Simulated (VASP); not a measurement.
An input for Quantum ESPRESSO's pw.x (written as the equivalent of a VASP run, and not itself run):

```
&CONTROL
  calculation = 'vc-relax'
  pseudo_dir = './pseudo'
  outdir = './out'
  tprnfor = .true.
  tstress = .true.
  nstep = 40
  forc_conv_thr = 0.00078
/
&SYSTEM
  ibrav = 0
  nat = 6
  ntyp = 2
  ecutwfc = 86
  occupations = 'smearing'
  smearing = 'gaussian'
  degauss = 0.003675
  input_dft = 'pbesol'
/
&ELECTRONS
  conv_thr = 7.3e-08
  electron_maxstep = 100
/
&IONS
/
&CELL
  press = 300
/
ATOMIC_SPECIES
  Mo 95.950 Mo.upf
  Se 78.971 Se.upf
CELL_PARAMETERS angstrom
     1.5557750   -2.6946828    0.0000000
     1.5557750    2.6946828    0.0000000
     0.0000000    0.0000000   11.6664032
ATOMIC_POSITIONS crystal
  Mo   0.3333330  0.6666670  0.2500000
  Mo   0.6666670  0.3333330  0.7500000
  Se   0.3333330  0.6666670  0.8944065
  Se   0.6666670  0.3333330  0.3944065
  Se   0.6666670  0.3333330  0.1055935
  Se   0.3333330  0.6666670  0.6055935
K_POINTS automatic
  8 8 2 0 0 0
```

Problem. Write the VASP files for the same calculation (PBEsol).

Solution. One answer among several that fit: 
KPOINTS:
```
Automatic mesh
0
Gamma
8 8 2
0 0 0
```

File POSCAR:
```
MoSe2
1.0
  1.5557749574  -2.6946828096   0.0000000000
  1.5557749574   2.6946828096   0.0000000000
  0.0000000000   0.0000000000  11.6664032416
Mo Se
2 4
Cartesian
  1.5557749574   0.8982293997   2.9166008104
  1.5557749574  -0.8982293997   8.7498024312
  1.5557749574   0.8982293997  10.4345064044
  1.5557749574  -0.8982293997   4.6013047836
  1.5557749574  -0.8982293997   1.2318968372
  1.5557749574   0.8982293997   7.0650984580
```

INCAR:
```
SYSTEM = MoSe2
PREC = Accurate; ENCUT = 500; LREAL = F
LASPH = T
EDIFF = 1E-6; NELM = 100; ALGO = Normal
LMAXMIX = 4
ISMEAR = 0; SIGMA = 0.05
GGA = PS
IBRION = 2; NSW = 40; ISIF = 3
EDIFFG = -0.02; PSTRESS = 300
LWAVE = F; LCHARG = F
```

POTCAR, in this order: Mo_sv Se (PBE.64 set). Program: vasp_std.

The two are equivalent in intent, not identical: the potentials are each code's own (VASP's PAW set, PseudoDojo norm-conserving files in pw.x), so ENCUT and ecutwfc are chosen apart and not converted; conv_thr bounds pw.x's estimated SCF error, while EDIFF bounds the energy change between steps; forc_conv_thr acts on force components and is met together with etot_conv_thr.

The compound is MoSe2 in the 2H layered structure. This run relaxes it under an external pressure of 30 GPa. Symmetry was kept, so distortions that lower it aren't found.
